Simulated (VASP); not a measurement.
# A VASP study of GeAu2 (revPBE + D4): structure first, properties next, part 3 of 4

What structure does GeAu2 take at this level, and what are its properties? The cell is invented: other elements were put on sites of a known structure type. It may not be a known or stable phase.

VASP 6.6.1; revPBE with D4; plane waves and PAW (Ge_d, Au); invented cell.

So far. Step 3 (Second relaxation): It ends with a largest force of 0.008 eV/Å and a pressure of -0.03 GPa. The volume moved by only 0.09 %, so the volume is settled. Step 4 (Density, ELF and potential (revPBE + D4)): In this run the pressure is -0.03 GPa, small enough to go on; single stress components reach 0.07 GPa.

## 5. Bands along the symmetry lines (revPBE + D4)

The mesh alone shows little of the dispersion and can miss band extrema, so KPOINTS_OPT adds a path through the symmetry points after the self-consistent cycle.

Input file INCAR:

```
SYSTEM = GeAu2
PREC = Accurate
ENCUT = 410
EDIFF = 1E-06
NELM = 100
ISMEAR = -1
SIGMA = 0.05
LREAL = .FALSE.
ALGO = Normal
GGA = RE
IVDW = 13
LORBIT = 11
LWAVE = .FALSE.
LCHARG = .FALSE.
```

Input file POSCAR:

```
GeAu2
1.0
    3.0912098173      0.0000000000      0.0000000000
   -1.5456049087      2.6770662306      0.0000000000
    0.0000000000      0.0000000000      6.3488911814
Ge Au
1 2
Direct
    0.0000000000      0.0000000000      0.0000000000
    0.3333333300      0.6666666700      0.3216872035
    0.6666666700      0.3333333300      0.6783127965
```

Input file KPOINTS:

```
Automatic mesh
0
Gamma
8 8 4
0 0 0
```

Input file KPOINTS_OPT:

```
Line mode
16
Line-mode
Reciprocal
  0.00000000   0.00000000   0.00000000 GAMMA
  0.50000000   0.00000000   0.00000000 M

  0.50000000   0.00000000   0.00000000 M
  0.33333333   0.33333333   0.00000000 K

  0.33333333   0.33333333   0.00000000 K
  0.00000000   0.00000000   0.00000000 GAMMA

  0.00000000   0.00000000   0.00000000 GAMMA
  0.00000000   0.00000000   0.50000000 A

  0.00000000   0.00000000   0.50000000 A
  0.50000000   0.00000000   0.50000000 L

  0.50000000   0.00000000   0.50000000 L
  0.33333333   0.33333333   0.50000000 H

  0.33333333   0.33333333   0.50000000 H
  0.00000000   0.00000000   0.50000000 A

  0.50000000   0.00000000   0.50000000 L
  0.50000000   0.00000000   0.00000000 M

  0.33333333   0.33333333   0.00000000 K
  0.33333333   0.33333333   0.50000000 H
```

PAW data sets: Ge_d and Au (PBE family, release 64).

Command:

```console
> mpirun -np 1 vasp_std
```

What it wrote:

```text
[... set-up lines as in an earlier step ...]
 entering main loop
       N       E                     dE             d eps       ncg     rms          rms(c)
[... 13 cycles as in an earlier step ...]
   1 F= -.12221718E+02 E0= -.12217883E+02  d E =-.766822E-02
 Start KPOINTS_OPT (optional k-point list driver)
k-point batch [1-35\144]
       N       E                     dE             ncg
DAV:   1     0.765236212060E+04   -0.27526E+05     1866
DAV:   2    -0.904162777830E+03   -0.85565E+04     1606
DAV:   3    -0.179433773635E+04   -0.89017E+03     1784
DAV:   4    -0.181708384592E+04   -0.22746E+02     1636
DAV:   5    -0.181761392826E+04   -0.53008E+00     1852
DAV:   6    -0.181763268259E+04   -0.18754E-01     1654
DAV:   7    -0.181763375092E+04   -0.10683E-02     2046
DAV:   8    -0.181763377169E+04   -0.20765E-04     1300
DAV:   9    -0.181763377274E+04   -0.10511E-05      920
DAV:  10    -0.181763377289E+04   -0.15174E-06      818
[...]
k-point batch [141-144\144]
       N       E                     dE             ncg
DAV:   1     0.388315795679E+05   -0.46340E+04      208
DAV:   2     0.378471175630E+05   -0.98446E+03      188
DAV:   3     0.377430286770E+05   -0.10409E+03      182
DAV:   4     0.377399321820E+05   -0.30965E+01      200
DAV:   5     0.377398567376E+05   -0.75444E-01      212
DAV:   6     0.377398531729E+05   -0.35647E-02      228
DAV:   7     0.377398529970E+05   -0.17592E-03      226
DAV:   8     0.377398529846E+05   -0.12374E-04      216
DAV:   9     0.377398529842E+05   -0.45816E-06      176
```

Elapsed: 85 s, on 1 MPI rank of Intel Xeon Platinum 8488C (Sapphire Rapids), shared host; peak memory 0.18 GiB.

Parts of OUTCAR (step 5):

```text
   NELECT =      36.0000    total number of electrons

 E-fermi :   8.7158

  DFT-D4 for vdW energy calculation

  Edisp (eV):   -2.79945

[... 20 parts as in an earlier step ...]

[... 2 further parts left out ...]
```

Spin-orbit coupling is off here; it can split and shift levels that hold much weight on Au by tenths of an eV or more.

Electronic bands along the path, in eV, zero at the Fermi level; # counts the bands kept in this run:

```
          point    #10    #11    #12    #13   #14   #15
              Γ  -3.70  -3.70  -3.17  -3.17  7.03  7.03
0.47 of the way  -3.56  -3.21  -3.02  -1.95  1.97  5.15
              M  -2.56  -2.28  -1.82  -0.51  0.90  2.50
0.47 of the way  -3.04  -2.36  -1.59   0.58  0.67  1.89
              K  -3.39  -2.73  -1.38  -1.38  3.01  3.49
0.47 of the way  -3.47  -2.87  -2.08  -1.40  0.82  2.53
              Γ  -3.70  -3.70  -3.17  -3.17  7.03  7.03
0.47 of the way  -3.69  -3.24  -3.15  -3.15  4.28  6.92
              A  -3.67  -3.11  -3.11  -1.70  2.06  6.80
0.47 of the way  -3.58  -3.51  -3.10   0.50  1.85  3.29
              L  -3.11  -2.71  -2.57  -0.84  0.33  4.26
0.47 of the way  -3.00  -2.33  -1.97  -0.39  0.44  1.57
              H  -3.44  -1.53  -1.36  -1.36  1.30  1.34
0.53 of the way  -3.69  -3.08  -3.08   1.14  1.37  3.37
              A  -3.67  -3.11  -3.11  -1.70  2.06  6.80
      jump to L  -3.11  -2.71  -2.57  -0.84  0.33  4.26
0.47 of the way  -2.71  -2.57  -1.84  -0.85  0.45  3.57
              M  -2.56  -2.28  -1.82  -0.51  0.90  2.50
      jump to K  -3.39  -2.73  -1.38  -1.38  3.01  3.49
0.47 of the way  -3.51  -2.19  -1.37  -1.37  2.14  2.14
              H  -3.44  -1.53  -1.36  -1.36  1.30  1.34
```

Of the projections kept (Ge, Au), the largest for each band there, as a share of the weight inside these atoms' spheres; weight between the spheres isn't counted:

```
point      #10      #11      #12      #13      #14      #15
    Γ  Au 1.00  Au 1.00  Au 0.99  Au 0.99  Ge 0.92  Ge 0.92
    M  Au 1.00  Au 0.92  Au 0.78  Au 0.81  Au 0.81  Au 0.83
    K  Au 0.99  Au 0.74  Au 0.81  Au 0.81  Au 0.62  Au 0.88
    Γ  Au 1.00  Au 1.00  Au 0.99  Au 0.99  Ge 0.92  Ge 0.92
    A  Au 1.00  Au 0.99  Au 0.99  Au 0.57  Au 0.80  Ge 0.93
    L  Au 0.87  Au 1.00  Au 1.00  Au 0.89  Au 0.96  Ge 0.76
```

There is no gap at this level.

## 6. Total and projected DOS (revPBE + D4)

A density of states needs more k-points than a total energy, and tetrahedra (ISMEAR = -5) or a smearing that fits the mesh; LORBIT projects the states on the PAW spheres. The mesh is finer than in the run before.

Edit INCAR of step 5 so:

```diff
@@ -5,3 +5,3 @@
 NELM = 100
-ISMEAR = -1
+ISMEAR = -5
 SIGMA = 0.05
@@ -14 +14,2 @@
 LCHARG = .FALSE.
+NEDOS = 2001
```

POSCAR is that of step 5.

Input file KPOINTS:

```
Automatic mesh
0
Gamma
12 12 5
0 0 0
```

Command:

```console
> mpirun -np 1 vasp_std
```

What it wrote:

```text
[... set-up lines as in an earlier step ...]
 entering main loop
       N       E                     dE             d eps       ncg     rms          rms(c)
DAV:   1     0.264914304872E+03    0.26491E+03   -0.15913E+04  4300   0.313E+03
DAV:   2     0.180260296737E+02   -0.24689E+03   -0.23843E+03  3672   0.687E+02
DAV:   3    -0.960173425333E+01   -0.27628E+02   -0.27335E+02  4164   0.131E+02
DAV:   4    -0.103202136692E+02   -0.71848E+00   -0.71708E+00  3932   0.219E+01
DAV:   5    -0.103352391898E+02   -0.15026E-01   -0.15017E-01  4300   0.344E+00    0.114E+01
DAV:   6    -0.946397845510E+01    0.87126E+00   -0.39992E+00  4216   0.163E+01    0.855E+00
DAV:   7    -0.942410552324E+01    0.39873E-01   -0.30217E-01  4092   0.480E+00    0.478E+00
DAV:   8    -0.941328508604E+01    0.10820E-01   -0.44476E-02  4752   0.227E+00    0.367E-01
DAV:   9    -0.941163207079E+01    0.16530E-02   -0.11700E-02  4774   0.130E+00    0.116E-01
DAV:  10    -0.941152991226E+01    0.10216E-03   -0.10330E-03  3804   0.266E-01    0.313E-02
DAV:  11    -0.941153456997E+01   -0.46577E-05   -0.49553E-05  4384   0.559E-02    0.101E-02
DAV:  12    -0.941153652933E+01   -0.19594E-05   -0.19626E-06  2910   0.125E-02    0.319E-03
DAV:  13    -0.941153745564E+01   -0.92630E-06   -0.68334E-07  2112   0.990E-03
   1 F= -.12210992E+02 E0= -.12210992E+02  d E =0.000000E+00
 -----------------------------------------------------------------------------
|                                                                             |
|           W    W    AA    RRRRR   N    N  II  N    N   GGGG   !!!           |
|           W    W   A  A   R    R  NN   N  II  NN   N  G    G  !!!           |
|           W    W  A    A  R    R  N N  N  II  N N  N  G       !!!           |
|           W WW W  AAAAAA  RRRRR   N  N N  II  N  N N  G  GGG   !            |
|           WW  WW  A    A  R   R   N   NN  II  N   NN  G    G                |
|           W    W  A    A  R    R  N    N  II  N    N   GGGG   !!!           |
|                                                                             |
|     Tetrahedron method does not include variations of the Fermi             |
|     occupations, so forces and stress will be inaccurate. We suggest        |
|     using a different smearing scheme ISMEAR = 1 or 2 for metals in         |
|     relaxations.                                                            |
|                                                                             |
 -----------------------------------------------------------------------------
```

Wall time 50 s (1 MPI rank); peak memory 0.19 GiB.

Parts of OUTCAR (step 6):

```text
   k-points           NKPTS =     81   k-points in BZ     NKDIM =     81   number of bands    NBANDS=     22

   NELECT =      36.0000    total number of electrons

 E-fermi :   8.8256

 k-point     1 :       0.0000    0.0000    0.0000
  band No.  band energies     occupation
    ...
     14       4.5220      2.00000
     15       5.0197      2.00000
     16       5.0197      2.00000
     17       5.5458      2.00000
     18       5.5458      2.00000
     19      15.7364      0.00000
     20      15.7364      0.00000
     21      16.1977      0.00000
     22      16.2131      0.00000

  DFT-D4 for vdW energy calculation

  Edisp (eV):   -2.79945

  Total       0.03758     0.03758     0.17354    -0.00000     0.00000    -0.00000
  in kB       1.14603     1.14603     5.29218    -0.00000     0.00000    -0.00000
  external pressure =        2.53 kB  Pullay stress =        0.00 kB

 POSITION                                       TOTAL-FORCE (eV/Angst)
 -----------------------------------------------------------------------------------
      0.00000      0.00000      0.00000        -0.000000      0.000000     -0.000000
     -0.00000      1.78471      2.04236         0.000000      0.000000      0.049025
      1.54560      0.89236      4.30653        -0.000000      0.000000     -0.049025
 -----------------------------------------------------------------------------------
    total drift:                                0.000000      0.000000      0.000000

  FREE ENERGIE OF THE ION-ELECTRON SYSTEM (eV)
  ---------------------------------------------------
  free  energy   TOTEN  =       -12.2109922106 eV

  energy  without entropy=      -12.2109922106  energy(sigma->0) =      -12.21099221

[... 6 parts as in an earlier step ...]

[... 10 further parts left out ...]
```

With tetrahedra the forces and stress of a metal are not exact derivatives of the energy.

Numbers from this step:

```yaml
irreducible_k_points: 81
free_energy_toten: -12.21 eV
fermi_energy: 8.826 eV
pressure: 0.2528 GPa
dos_at_the_fermi_level_one_point_of_the_energy_grid: 0.8271 states/eV/cell
```

The density of states has structure finer than the step of the table below, so its rows give means over 0.5 eV, whole bins alone (the curve runs from -12.0 to 3.38 eV). Peaks (eV: height): total -6.30: 5.27, -5.99: 5.69, -5.67: 5.24, -4.76: 9.94, -4.66: 11.2, -3.63: 7.80, -3.19: 6.63; Au d -5.99: 3.90, -5.67: 3.85, -4.76: 8.25, -4.66: 9.56, -4.38: 4.20, -3.63: 6.59, -3.19: 5.98.

States under -12.0 eV and over 3.4 eV are left out. The density of states by energy, zero at the Fermi level; means over each step; values in states/eV/cell:

```
energy (eV)  total     Au d
      -11.5  0.383  0.00776
      -11.0  0.397   0.0145
      -10.5  0.424   0.0241
      -10.0  0.456   0.0380
       -9.5  0.527   0.0654
       -9.0  0.785    0.137
       -8.5  0.774    0.147
       -8.0  0.315   0.0358
       -7.5  0.355   0.0395
       -7.0   1.15    0.396
       -6.5   3.22     1.74
       -6.0   4.35     2.95
       -5.5   3.74     2.72
       -5.0   7.36     5.85
       -4.5   5.39     4.48
       -4.0   4.40     3.60
       -3.5   5.67     4.82
       -3.0   3.81     3.38
       -2.5   2.51     2.00
       -2.0   1.14    0.684
       -1.5   1.52    0.764
       -1.0   1.61    0.612
       -0.5   1.07    0.341
        0.0  0.797    0.203
        0.5   1.04    0.247
        1.0  0.798    0.178
        1.5  0.994    0.203
        2.0   1.14    0.218
        2.5  0.986    0.168
        3.0  0.960    0.156
```

The finer mesh and the other smearing move the Fermi level by +0.11 eV from the 8×8×4 run, one measure of the sampling error in the zero of the bands above.

## 7. Volume scan with revPBE + D4

An equation of state needs energies on both sides of the minimum, all on one mesh and cutoff.

Edit INCAR of step 6 so:

```diff
@@ -5,3 +5,3 @@
 NELM = 100
-ISMEAR = -5
+ISMEAR = -1
 SIGMA = 0.05
@@ -14,2 +14,2 @@
 LCHARG = .FALSE.
-NEDOS = 2001
+ISIF = 2
```

Input file POSCAR:

```
GeAu2
1.0
    3.0281061962      0.0000000000      0.0000000000
   -1.5140530981      2.6224168916      0.0000000000
    0.0000000000      0.0000000000      6.2192856070
Ge Au
1 2
Direct
    0.0000000000      0.0000000000      0.0000000000
    0.3333333300      0.6666666700      0.3216872035
    0.6666666700      0.3333333300      0.6783127965
```

Input file KPOINTS:

```
Automatic mesh
0
Gamma
8 8 4
0 0 0
```

Command:

```console
> mpirun -np 1 vasp_std
```

What it wrote:

```text
[... set-up lines as in an earlier step ...]
 entering main loop
       N       E                     dE             d eps       ncg     rms          rms(c)
DAV:   1     0.255610810426E+03    0.25561E+03   -0.16117E+04  1886   0.319E+03
DAV:   2     0.146624412229E+02   -0.24095E+03   -0.23128E+03  1618   0.656E+02
DAV:   3    -0.962833948733E+01   -0.24291E+02   -0.23973E+02  1756   0.126E+02
DAV:   4    -0.101865206860E+02   -0.55818E+00   -0.55775E+00  1740   0.194E+01
DAV:   5    -0.101974057151E+02   -0.10885E-01   -0.10885E-01  1772   0.298E+00    0.136E+01
DAV:   6    -0.922388340005E+01    0.97352E+00   -0.40323E+00  1870   0.175E+01    0.978E+00
DAV:   7    -0.918164635382E+01    0.42237E-01   -0.31307E-01  1782   0.517E+00    0.518E+00
DAV:   8    -0.916953505885E+01    0.12111E-01   -0.43254E-02  2044   0.236E+00    0.347E-01
DAV:   9    -0.916751954562E+01    0.20155E-02   -0.13517E-02  2072   0.144E+00    0.121E-01
DAV:  10    -0.916745893016E+01    0.60615E-04   -0.10781E-03  1636   0.274E-01    0.347E-02
DAV:  11    -0.916746308565E+01   -0.41555E-05   -0.55885E-05  2032   0.638E-02    0.108E-02
DAV:  12    -0.916746423202E+01   -0.11464E-05   -0.20055E-06  1332   0.142E-02    0.324E-03
DAV:  13    -0.916746426067E+01   -0.28655E-07   -0.54846E-07   944   0.869E-03
   1 F= -.12135573E+02 E0= -.12131797E+02  d E =-.755038E-02
```

Wall time 19 s (1 MPI rank); peak memory 0.16 GiB.

OUTCAR, selected parts (step 7):

```text
   ENCUT  =  410.0 eV  30.13 Ry    5.49 a.u.   5.00  5.00 10.27*2*pi/ulx,y,z

   NELECT =      36.0000    total number of electrons

 E-fermi :   9.6593

 k-point     1 :       0.0000    0.0000    0.0000
  band No.  band energies     occupation
    ...
     14       5.1904      2.00000
     15       5.7441      2.00000
     16       5.7441      2.00000
     17       6.3346      2.00000
     18       6.3346      2.00000
     19      17.1228      0.00000
     20      17.1228      0.00000
     21      17.4313      0.00000
     22      17.6147      0.00000

  DFT-D4 for vdW energy calculation

  Edisp (eV):   -2.96811

  Total       2.48310     2.48310     3.32969     0.00000     0.00000     0.00000
  in kB      80.55492    80.55492   108.01921     0.00000     0.00000     0.00000
  external pressure =       89.71 kB  Pullay stress =        0.00 kB

 POSITION                                       TOTAL-FORCE (eV/Angst)
 -----------------------------------------------------------------------------------
      0.00000      0.00000      0.00000         0.000000      0.000000      0.000000
     -0.00000      1.74828      2.00066         0.000000      0.000000     -0.045285
      1.51405      0.87414      4.21862        -0.000000      0.000000      0.045285
 -----------------------------------------------------------------------------------
    total drift:                                0.000000      0.000000      0.000000

  FREE ENERGIE OF THE ION-ELECTRON SYSTEM (eV)
  ---------------------------------------------------
  free  energy   TOTEN  =       -12.1355725573 eV

  energy  without entropy=      -12.1280221806  energy(sigma->0) =      -12.13179737

[... 4 parts as in an earlier step ...]

[... 12 further parts left out ...]
```

The scan keeps the cell's shape and the fractional positions fixed.

This step gave:

- irreducible k-points: 35
- free energy (TOTEN): -12.14 eV
- energy at zero smearing: -12.13 eV
- Fermi energy: 9.659 eV
- pressure: 8.971 GPa

The pressure here is 8.97 GPa.

## 8. Volume scan with revPBE + D4 (run 2)

INCAR is that of step 7.

Input file POSCAR:

```
GeAu2
1.0
    3.0494315903      0.0000000000      0.0000000000
   -1.5247157952      2.6408852247      0.0000000000
    0.0000000000      0.0000000000      6.2630848361
Ge Au
1 2
Direct
    0.0000000000      0.0000000000      0.0000000000
    0.3333333300      0.6666666700      0.3216872035
    0.6666666700      0.3333333300      0.6783127965
```

KPOINTS is that of step 7.

Command:

```console
> mpirun -np 1 vasp_std
```

What it wrote:

```text
[... set-up lines as in an earlier step ...]
 entering main loop
       N       E                     dE             d eps       ncg     rms          rms(c)
DAV:   1     0.262365409044E+03    0.26237E+03   -0.15911E+04  1908   0.314E+03
DAV:   2     0.162036162697E+02   -0.24616E+03   -0.23733E+03  1630   0.676E+02
DAV:   3    -0.961303001797E+01   -0.25817E+02   -0.25477E+02  1834   0.129E+02
DAV:   4    -0.102570718255E+02   -0.64404E+00   -0.64318E+00  1672   0.208E+01
DAV:   5    -0.102707355611E+02   -0.13664E-01   -0.13663E-01  1856   0.328E+00    0.128E+01
DAV:   6    -0.932907929631E+01    0.94166E+00   -0.39376E+00  1848   0.170E+01    0.931E+00
DAV:   7    -0.928850540754E+01    0.40574E-01   -0.30278E-01  1768   0.499E+00    0.502E+00
DAV:   8    -0.927693325535E+01    0.11572E-01   -0.45125E-02  2060   0.236E+00    0.345E-01
DAV:   9    -0.927492246443E+01    0.20108E-02   -0.13675E-02  2052   0.142E+00    0.120E-01
DAV:  10    -0.927485560367E+01    0.66861E-04   -0.10887E-03  1654   0.274E-01    0.338E-02
DAV:  11    -0.927486251028E+01   -0.69066E-05   -0.53961E-05  1988   0.603E-02    0.107E-02
DAV:  12    -0.927486407137E+01   -0.15611E-05   -0.19682E-06  1336   0.135E-02    0.333E-03
DAV:  13    -0.927486424748E+01   -0.17611E-06   -0.57645E-07   914   0.898E-03
   1 F= -.12184399E+02 E0= -.12180441E+02  d E =-.791662E-02
```

Run time: 26 s. Hardware: 1 MPI rank; peak memory 0.16 GiB.

OUTCAR, selected parts (step 8):

```text
   ENCUT  =  410.0 eV  30.13 Ry    5.49 a.u.   5.03  5.03 10.34*2*pi/ulx,y,z

   NELECT =      36.0000    total number of electrons

 E-fermi :   9.3266

 k-point     1 :       0.0000    0.0000    0.0000
  band No.  band energies     occupation
    ...
     14       4.9571      2.00000
     15       5.4908      2.00000
     16       5.4908      2.00000
     17       6.0590      2.00000
     18       6.0590      2.00000
     19      16.6453      0.00000
     20      16.6454      0.00000
     21      17.0052      0.00000
     22      17.1278      0.00000

  DFT-D4 for vdW energy calculation

  Edisp (eV):   -2.90953

  Total       1.56547     1.56547     2.12604    -0.00000     0.00000     0.00000
  in kB      49.72757    49.72757    67.53435    -0.00000     0.00000     0.00000
  external pressure =       55.66 kB  Pullay stress =        0.00 kB

 POSITION                                       TOTAL-FORCE (eV/Angst)
 -----------------------------------------------------------------------------------
      0.00000      0.00000      0.00000        -0.000000      0.000000      0.000000
     -0.00000      1.76059      2.01475         0.000000     -0.000000     -0.023411
      1.52472      0.88030      4.24833        -0.000000      0.000000      0.023411
 -----------------------------------------------------------------------------------
    total drift:                                0.000000      0.000000      0.000000

  FREE ENERGIE OF THE ION-ELECTRON SYSTEM (eV)
  ---------------------------------------------------
  free  energy   TOTEN  =       -12.1843988891 eV

  energy  without entropy=      -12.1764822675  energy(sigma->0) =      -12.18044058

[... 4 parts as in an earlier step ...]

[... 12 further parts left out ...]
```

This step gave:

```
free energy (TOTEN)     : -12.18 eV
energy at zero smearing : -12.18 eV
Fermi energy            : 9.327 eV
pressure                : 5.566 GPa
```

The pressure falls from 8.97 to 5.57 GPa.

The run ends at a pressure of 5.57 GPa, with forces up to 0.023 eV/Å.

(Part 3 of 4 ends here.)

[Lines on the potential files, build, host, timing and source positions are cut from VASP's logs without a mark.]

[Logs are printed without paths, hosts, clocks, repeated set-up lines and the standing remarks that a program may print on its own settings, such as how far it seeks lower states.]

[Hosts, paths, dates, database ids (printed as entryN), source tags and the programs' standing remarks are cut or masked in the printed files.]

[A measured line is paired with the nearest computed mode of its activity, which favours agreement.]

[In band tables of VASP the shares of atoms and orbitals are scaled to a sum of 1 inside the atoms' spheres.]
